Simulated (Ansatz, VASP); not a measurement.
## NaY in VASP and in Ansatz

```xyz
2
Lattice="3.9922 0.0000 0.0000 0.0000 3.9922 0.0000 0.0000 0.0000 3.9922" Properties=species:S:1:pos:R:3 pbc="T T T"
Na    1.9961    1.9961    1.9961
Y     0.0000    0.0000    0.0000
```

Change from the starting cell: species swapped into the SmCd type (Pm-3m, No. 221).

Alike in both runs: functional PBE; k mesh 6 × 6 × 6; occupations gaussian, width 0.1 eV; no spin polarisation.

Ansatz relaxed the structure, and its values are those at the end. VASP's run is a single point on that final structure, the one shown.

|  | VASP | Ansatz |
| --- | --- | --- |
| version | VASP 6.6.1 | Ansatz 0.2.0 |
| potentials or method | VASP PAW PBE potentials, release 64 (Na_pv, Y_sv) | scalar-relativistic, plane waves, PAW |
| plane-wave cutoff (eV) | 520 | 420 |
| valence electrons in the cell | 18 | 20 |

|  | VASP | Ansatz | Ansatz less VASP |
| --- | --- | --- | --- |
| gap on the k mesh at the Fermi level (eV) | none | none | - |
| pressure (GPa) | 0.4 | 0.4 | -0.01 |

A gap of «none» marks a metal or a gap that the smearing closes. The two sets of potentials don't hold the same shells in valence.
